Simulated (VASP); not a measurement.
Data:

```yaml
crystal:
  lattice:
    - [0.00000, 1.88737, 1.88737]
    - [1.88737, 0.00000, 1.88737]
    - [1.88737, 1.88737, 0.00000]
  atoms:
    - { symbol: Rh, position: [0.00000, 0.00000, 0.00000] }
```

Computed with PBEsol GGA, VASP's PBE PAW potentials (set 64) (plane waves; VASP 6.6.1). Settings: 480 eV cut-off, 16×16×16 Γ-centred mesh, first-order Methfessel-Paxton smearing of 0.10 eV, potentials Rh_pv.

Each row applies one change to this cell, which was relaxed at other settings and keeps the small stress of the first row; at a fixed cut-off the stress holds a Pulay part, so it need not integrate to ΔE exactly. Stress is in GPa, positive when the cell is compressed.

```csv
change,ΔE (meV/atom),σxx,σyy,σzz,"largest shear component, with its sign (GPa)",largest force (eV/Å)
none,0.0,1.23,1.23,1.23,0.00,0.000
uniaxial strain of +1.0 % along x,0.8,-3.35,-0.85,-0.85,0.00,0.000
isotropic strain of +2.0 %,[?],[?],[?],[?],[?],[?]
isotropic strain of -4.0 %,[?],[?],[?],[?],[?],[?]
uniaxial strain of -1.5 % along x,6.3,8.72,4.69,4.69,0.00,0.000
isotropic strain of +3.0 %,80.7,-20.09,-20.09,-20.09,0.00,0.000
uniaxial strain of +0.5 % along z,-0.1,0.17,0.17,-1.10,0.00,0.000
```

**Question.** What belongs in the gaps?

**Answer.** 
- isotropic strain of -4.0 %, ΔE (meV/atom): 228.1
- isotropic strain of -4.0 %, σxx: 51.59
- isotropic strain of -4.0 %, σyy: 51.59
- isotropic strain of -4.0 %, σzz: 51.59
- isotropic strain of -4.0 %, largest shear component, with its sign (GPa): 0.00
- isotropic strain of -4.0 %, largest force (eV/Å): 0.000
- isotropic strain of +2.0 %, ΔE (meV/atom): 35.3
- isotropic strain of +2.0 %, σxx: -14.17
- isotropic strain of +2.0 %, σyy: -14.17
- isotropic strain of +2.0 %, σzz: -14.17
- isotropic strain of +2.0 %, largest shear component, with its sign (GPa): 0.00
- isotropic strain of +2.0 %, largest force (eV/Å): 0.000

Failed runs are left out, and for metals the shear rows, which the mesh's noise covers.

The compound is Rh in the fcc structure.
